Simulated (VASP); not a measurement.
# SmCoAsF (P4/nmm) in VASP: single point with r2SCAN

Aim: the single point of SmCoAsF with r2SCAN.

All numbers are computed with VASP 6.6.1; they aren't measurements. Logs are shortened: lines on timing, memory, paths and dates and some standing lists are left out, and cuts for length are marked.

### 1 The crystal as given

It takes space group P4/nmm (No. 129, tetragonal). Conventional cell: a = 3.956 Å, b = 3.956 Å, c = 8.246 Å, α = 90.00°, β = 90.00°, γ = 90.00°. Around Sm (site symmetry 4mm) lie 4 F at 2.29 Å. Around Co (site symmetry -4m2) lie 4 As at 2.36 Å. As (site symmetry 4mm) is surrounded by 4 Co at 2.36 Å. Around F (site symmetry -4m2) lie 4 Sm at 2.29 Å.

### 2 Single point, r2SCAN, collinear spin, typed start

Input file POSCAR:

```
SmCoAsF
1.0
    3.9555400000      0.0000000000      0.0000000000
    0.0000000000      3.9555400000      0.0000000000
    0.0000000000      0.0000000000      8.2462300000
Sm Co As F
2 2 2 2
Direct
    0.5000000000      0.0000000000      0.1396400000
    0.0000000000      0.5000000000      0.8603600000
    0.0000000000      0.0000000000      0.5000000000
    0.5000000000      0.5000000000      0.5000000000
    0.5000000000      0.0000000000      0.6560200000
    0.0000000000      0.5000000000      0.3439800000
    0.0000000000      0.0000000000      0.0000000000
    0.5000000000      0.5000000000      0.0000000000
```

Input file INCAR.step1:

```
PREC     = Accurate       # precision mode
ENCUT    = 520            # plane-wave cutoff, eV
ISMEAR   = 0              # smearing method
SIGMA    = 0.1            # smearing width, eV
LREAL    = False          # projectors in reciprocal space
LASPH    = True           # aspherical terms in the spheres
NELM     = 150            # most SCF steps
ISPIN    = 2              # spin polarisation
MAGMOM   = 5 5 -3 -3 0 0 0 0 # initial moments
LMAXMIX  = 6              # l up to which the mixer works
NBANDS   = 51             # bands
GGA      = PE             # functional
ALGO     = Normal         # electronic algorithm
EDIFF    = 1E-4           # SCF threshold, eV
LWAVE    = True           # write WAVECAR
LCHARG   = False          # write CHGCAR
```

Input file INCAR.step2:

```
PREC     = Accurate       # precision mode
ENCUT    = 520            # plane-wave cutoff, eV
EDIFF    = 1E-7           # SCF threshold, eV
ISMEAR   = 0              # smearing method
SIGMA    = 0.1            # smearing width, eV
LREAL    = False          # projectors in reciprocal space
LASPH    = True           # aspherical terms in the spheres
NELM     = 150            # most SCF steps
ALGO     = Normal         # electronic algorithm
ISIF     = 2              # what is computed and relaxed
LWAVE    = False          # write WAVECAR
LCHARG   = False          # write CHGCAR
ISPIN    = 2              # spin polarisation
MAGMOM   = 5 5 -3 -3 0 0 0 0 # initial moments
LORBIT   = 11             # projections on sites
LMAXMIX  = 6              # l up to which the mixer works
METAGGA  = R2SCAN         # meta-GGA
LMIXTAU  = True         
NBANDS   = 51             # bands
ISTART   = 1
```

Input file KPOINTS:

```
Automatic mesh
0
Gamma
  4 4 2
```

Potentials or basis: VASP PAW PBE potentials, release 64 (Sm, Co, As, F).

Started as:

```bash
> cat potpaw_PBE.64/Sm/POTCAR potpaw_PBE.64/Co/POTCAR potpaw_PBE.64/As/POTCAR potpaw_PBE.64/F/POTCAR > POTCAR
> cp INCAR.step1 INCAR
> mpirun -np 1 vasp_std > vasp.out
> cp INCAR.step2 INCAR
> mpirun -np 1 vasp_std > vasp.out
```

OUTCAR:

```text
PREC = Accurate
   ENCUT = 520
   EDIFF = 1E-7
   ISMEAR = 0
   LREAL = False
   LASPH = True
   NELM = 150
   ISIF = 2
   ISPIN = 2
   LORBIT = 11
   METAGGA = R2SCAN
   ISTART = 1

 ion  position               nearest neighbor table
   1  0.500  0.000  0.140-   7 2.29   8 2.29   8 2.29   7 2.29
   2  0.000  0.500  0.860-   7 2.29   8 2.29   7 2.29   8 2.29
   3  0.000  0.000  0.500-   5 2.36   6 2.36   6 2.36   5 2.36   4 2.80   4 2.80   4 2.80   4 2.80

   4  0.500  0.500  0.500-   5 2.36   6 2.36   5 2.36   6 2.36   3 2.80   3 2.80   3 2.80   3 2.80

   5  0.500  0.000  0.656-   3 2.36   4 2.36   4 2.36   3 2.36
   6  0.000  0.500  0.344-   3 2.36   4 2.36   3 2.36   4 2.36
   7  0.000  0.000  0.000-   1 2.29   2 2.29   2 2.29   1 2.29
   8  0.500  0.500  0.000-   1 2.29   2 2.29   1 2.29   2 2.29

  LATTYP: Found a simple tetragonal cell.
 ALAT       =     3.9555400000
 C/A-ratio  =     2.0847292658

  Lattice vectors:

 A1 = (   3.9555400000,   0.0000000000,   0.0000000000)
 A2 = (   0.0000000000,   3.9555400000,   0.0000000000)
 A3 = (   0.0000000000,   0.0000000000,   8.2462300000)

Analysis of symmetry for initial positions (statically):
=====================================================================
 Subroutine PRICEL returns:
 Original cell was already a primitive cell.

 Routine SETGRP: Setting up the symmetry group for a
 simple tetragonal supercell.

 Subroutine GETGRP returns: Found 16 space group operations
 (whereof  8 operations were pure point group operations)
 out of a pool of 16 trial point group operations.

The static configuration has the point symmetry D_2d.
 The point group associated with its full space group is D_4h.

Analysis of symmetry for dynamics (positions and initial velocities):
=====================================================================
 Subroutine PRICEL returns:
 Original cell was already a primitive cell.

 Routine SETGRP: Setting up the symmetry group for a
 simple tetragonal supercell.

 Subroutine GETGRP returns: Found 16 space group operations
 (whereof  8 operations were pure point group operations)
 out of a pool of 16 trial point group operations.

The dynamic configuration has the point symmetry D_2d.
 The point group associated with its full space group is D_4h.

Analysis of structural, dynamic, and magnetic symmetry:
=====================================================================
 Subroutine PRICEL returns:
 Original cell was already a primitive cell.

 Routine SETGRP: Setting up the symmetry group for a
 simple tetragonal supercell.

 Subroutine GETGRP returns: Found 16 space group operations
 (whereof  8 operations were pure point group operations)
 out of a pool of 16 trial point group operations.

The overall configuration has the point symmetry D_2d.
 The point group associated with its full space group is D_4h.

 Subroutine INISYM returns: Found 16 space group operations
 (whereof  8 operations are pure point group operations),
 and found     1 'primitive' translations

----------------------------------------------------------------------------------------

                                     Primitive cell

  volume of cell :     129.0230

  direct lattice vectors                    reciprocal lattice vectors
     3.955540000  0.000000000  0.000000000     0.252809983  0.000000000  0.000000000
     0.000000000  3.955540000  0.000000000     0.000000000  0.252809983  0.000000000
     0.000000000  0.000000000  8.246230000     0.000000000  0.000000000  0.121267537

  length of vectors
     3.955540000  3.955540000  8.246230000     0.252809983  0.252809983  0.121267537

  position of ions in fractional coordinates (direct lattice)
[... 61 lines left out ...]
   number of dos      NEDOS =    301   number of ions     NIONS =      8
   total plane-waves  NPLWV =  57600
   dimension x,y,z NGX =    30 NGY =   30 NGZ =   64
   dimension x,y,z NGXF=    60 NGYF=   60 NGZF=  128
   ions per type =               2   2   2   2
   NGX,Y,Z   is equivalent  to a cutoff of  12.61, 12.61, 12.90 a.u.
   NGXF,Y,Z  is equivalent  to a cutoff of  25.22, 25.22, 25.81 a.u.
 SYSTEM =  unknown system
   PREC   = accura    normal or accurate (medium, high low for compatibility)
   ISTART =      1    job   : 0-new  1-cont  2-samecut
   ICHARG =      0    charge: 1-file 2-atom 10-const
   ISPIN  =      2    spin polarized calculation?
   LNONCOLLINEAR =      F non collinear calculations
   LSORBIT =      F    spin-orbit coupling
   LASPH  =      T    aspherical Exc in radial PAW
   ENCUT  =  520.0 eV  38.22 Ry    6.18 a.u.   7.35  7.35 15.33*2*pi/ulx,y,z
   NELM   =    150;   NELMIN=  2; NELMDL=  0     # of ELM steps
   EDIFF  = 0.1E-06   stopping-criterion for ELM
   LREAL  =      F    real-space projection
   EDIFFG = 0.1E-05   stopping-criterion for IOM
   NSW    =      0    number of steps for IOM
   IBRION =     -1    ionic relax: 0-MD 1-quasi-New 2-CG
   NFREE  =      0    steps in history (QN), initial steepest desc. (CG)
   ISIF   =      2    stress and relaxation
   ISYM   =      2    0-nonsym 1-usesym 2-fastsym
   POTIM  = 0.5000    time-step for ionic-motion
   TEBEG  =    0.0;   TEEND  =   0.0 temperature during run
   PSTRESS=    0.0 pullay stress
   NELECT =      74.0000    total number of electrons
   NUPDOWN=      -1.0000    fix difference up-down
   EMIN   =  10.00;   EMAX   =-10.00  energy-range for DOS
   EFERMI =   0.00;   METHOD = LEGACY
   ISMEAR =     0;   SIGMA  =   0.10  broadening in eV -4-tet -1-fermi 0-gaus
   EFERMI_NEDOS =   21; number of points for ismear=-14 and -15
   IALGO  =     38    algorithm
   IMIX   =      4    mixing-type and parameters
     AMIX     =   0.40;   BMIX     =  1.00
     AMIX_MAG =   1.60;   BMIX_MAG =  1.00
  volume/ion in A,a.u.               =      16.13       108.84
  Fermi-wavevector in a.u.,A,eV,Ry     =   1.360180  2.570368 25.172000  1.850090
  Thomas-Fermi vector in A             =   2.486864
   LORBIT       =     11    0 simple, 1 ext, 2 COOP (PROOUT), +10 PAW based schemes
   METAGGA = R2SCAN    functional components
   LHFCALC =     F    Hartree Fock is set to
   AEXX    =    0.0000 exact exchange contribution
   IVDW    =     0    specifies the selected vdW correction
   LEPSILON=     F    determine dielectric tensor
   LRPA    =     F    only Hartree local field effects (RPA)
 spin polarized calculation
 Gauss-broadening in eV      SIGMA  =   0.10
  energy-cutoff  :      520.00
  volume of cell :      129.02
 maximum number of plane-waves:      3527
 NGX is ok and might be reduce to    30
   NGX = 15   NGY = 15   NGZ = 31

 number of electron      73.9999963 magnetization      11.0102636

 Free energy of the ion-electron system (eV)
  ---------------------------------------------------
  ext. energy  EPLUGINS =         0.00000000
  ---------------------------------------------------
  free energy    TOTEN  =      -150.40826531 eV

  energy without entropy =     -150.35830699  energy(sigma->0) =     -150.38328615

 E-fermi :   6.3834     XC(G=0): -11.7721

 val. band max:        6.3590417686   @ k =   0.2500   0.2500   0.0000
 cond. band min:       6.4015637059   @ k =   0.0000   0.0000   0.0000
 fundamental gap:      0.0425219372
 Fermi energy:         6.3833719082

 spin component 1

 k-point     1 :       0.0000    0.0000    0.0000
  band No.  band energies     occupation
      1     -35.6362      1.00000
      2     -35.4842      1.00000
      3     -22.9540      1.00000
      4     -22.5773      1.00000
      5     -14.9558      1.00000
      6     -14.9558      1.00000
[... 613 lines left out ...]
     48       7.2799      0.00000
     49       9.4695      0.00000
 Fermi energy:         6.3833719082

 spin component 2

 k-point     1 :       0.0000    0.0000    0.0000
  band No.  band energies     occupation
      1     -32.7112      1.00000
      2     -32.4724      1.00000
      3     -22.8094      1.00000
      4     -22.5927      1.00000
      5     -12.9915      1.00000
      6     -12.9915      1.00000
[... 613 lines left out ...]
     48      11.2696      0.00000
     49      11.3437      0.00000
 [bands above 49 left out]

------------------------ aborting loop because EDIFF is reached ----------------------------------------

  FORCE on cell =-STRESS in cart. coord.  units (eV):
  Direction    XX          YY          ZZ          XY          YZ          ZX
  --------------------------------------------------------------------------------------
  -------------------------------------------------------------------------------------
  Total        5.2675839      5.2675839      2.1238972      0.0000000      0.0000000      0.0000000
  in kB       65.4116397     65.4116397     26.3740650      0.0000000      0.0000000      0.0000000
  external PRESSURE =      52.3991148 kB  Pullay stress =       0.0000000 kB

 VOLUME and BASIS-vectors are now :
 -----------------------------------------------------------------------------
  energy-cutoff  :      520.00
  volume of cell :      129.02
      direct lattice vectors                 reciprocal lattice vectors
     3.955540000  0.000000000  0.000000000     0.252809983  0.000000000  0.000000000
     0.000000000  3.955540000  0.000000000     0.000000000  0.252809983  0.000000000
     0.000000000  0.000000000  8.246230000     0.000000000  0.000000000  0.121267537

 POSITION                                       TOTAL-FORCE (eV/Angst)
 -----------------------------------------------------------------------------------
      1.97777      0.00000      1.15150         0.000000      0.000000      3.986527
      0.00000      1.97777      7.09473        -0.000000      0.000000     -3.986527
      0.00000      0.00000      4.12312         0.000000      0.000000      0.000000
      1.97777      1.97777      4.12312         0.000000     -0.000000      0.000000
      1.97777      0.00000      5.40969         0.000000      0.000000     -0.387843
      0.00000      1.97777      2.83654         0.000000      0.000000      0.387843
      0.00000      0.00000      0.00000         0.000000     -0.000000      0.000000
      1.97777      1.97777      0.00000         0.000000      0.000000      0.000000
 -----------------------------------------------------------------------------------
    total drift:                                0.000000      0.000000      0.000000

  FREE ENERGIE OF THE ION-ELECTRON SYSTEM (eV)
  ---------------------------------------------------
  free  energy   TOTEN  =      -150.4082653110 eV

  energy  without entropy=     -150.3583069867  energy(sigma->0) =     -150.38328615

 total charge

# of ion       s       p       d       f       tot
--------------------------------------------------
    1        2.037   5.762   0.359   5.612  13.770
    2        2.037   5.762   0.359   5.612  13.770
    3        0.411   0.474   7.428   0.000   8.313
    4        0.411   0.474   7.428   0.000   8.313
    5        1.191   1.613   0.076   0.000   2.880
    6        1.191   1.613   0.076   0.000   2.880
    7        1.748   4.454   0.000   0.000   6.203
    8        1.748   4.454   0.000   0.000   6.203
--------------------------------------------------
tot         10.775  24.607  15.726  11.223  62.331

 magnetization (x)

# of ion       s       p       d       f       tot
--------------------------------------------------
    1       -0.033  -0.165   0.063   5.538   5.404
    2       -0.033  -0.165   0.063   5.538   5.404
    3       -0.005   0.015  -0.374   0.000  -0.363
    4       -0.005   0.015  -0.374   0.000  -0.363
    5       -0.004  -0.015   0.008   0.000  -0.010
    6       -0.004  -0.015   0.008   0.000  -0.010
    7       -0.002  -0.010   0.000   0.000  -0.011
    8       -0.002  -0.010   0.000   0.000  -0.011
--------------------------------------------------
tot         -0.085  -0.348  -0.604  11.076  10.039
```

Wall time 13 min (1 thread of Intel Xeon 6975P-C (Granite Rapids), shared host); peak memory 0.38 GiB.

Results:

```
Free energy                                           : -150.4083 eV
Pressure                                              : 5.2 GPa
Largest force                                         : 3.987 eV/Å
Band gap on the k mesh                                : none (metal or under the smearing width)
Net moment                                            : 11.01 μB per cell
Site moments                                          : Sm +5.40; Co -0.36; As -0.01; F -0.01 μB
Valence electrons inside the program's atomic spheres : Sm 13.77; Co 8.31; As 2.88; F 6.20
```

Forces in eV/Å, atoms in the order of the input:
```
Sm   0.000  0.000  3.987
Sm   0.000  0.000 -3.987
Co   0.000  0.000  0.000
Co   0.000  0.000  0.000
As   0.000  0.000 -0.388
As   0.000  0.000  0.388
F    0.000  0.000  0.000
F    0.000  0.000  0.000
```

Levels at points of the mesh, in eV from the Fermi level:
Spin up:
```csv
k point,band 39,band 40,band 41,band 42,band 43,band 44,band 45,band 46
"(0.00, 0.00, 0.00)",-0.32,-0.24,-0.24,0.02,0.06,0.47,0.65,0.69
"(0.50, 0.00, 0.00)",-0.24,-0.24,-0.09,-0.09,0.59,0.59,0.85,0.85
"(0.50, 0.50, 0.00)",-0.29,-0.29,-0.26,-0.26,-0.07,-0.07,0.69,0.69
"(0.00, 0.00, 0.50)",-0.34,-0.22,-0.22,-0.04,0.39,0.40,0.65,0.69
"(0.50, 0.00, 0.50)",-0.25,-0.25,-0.08,-0.08,0.53,0.53,0.92,0.92
"(0.50, 0.50, 0.50)",-0.29,-0.29,-0.25,-0.25,-0.09,-0.09,0.68,0.68
```
Spin down:
```tsv
k point	band 29	band 30	band 31	band 32	band 33	band 34
(0.00, 0.00, 0.00)	-0.83	-0.63	-0.63	0.05	1.87	1.87
(0.50, 0.00, 0.00)	-1.46	-1.46	0.29	0.29	0.68	0.68
(0.50, 0.50, 0.00)	-1.19	-1.19	-1.09	-1.09	-0.44	-0.44
(0.00, 0.00, 0.50)	-0.83	-0.62	-0.62	0.20	1.83	1.83
(0.50, 0.00, 0.50)	-1.47	-1.47	0.45	0.45	0.70	0.70
(0.50, 0.50, 0.50)	-1.19	-1.19	-1.09	-1.09	-0.44	-0.44
```

Caveat: the k mesh is coarse (spacing up to 0.40 Å⁻¹), so the values aren't converged; the magnetic or orbital state may not be the lowest; the PAW data sets were made with another functional, which shifts forces and pressure a little; spin-orbit coupling is left out, which moves the levels of the heavy elements; without U or exact exchange the open f shell lies at the Fermi level, which spoils levels, moments and volumes. With open d or f shells a metallic result of r2SCAN can be an artefact of self-interaction; +U or a hybrid may open a gap.
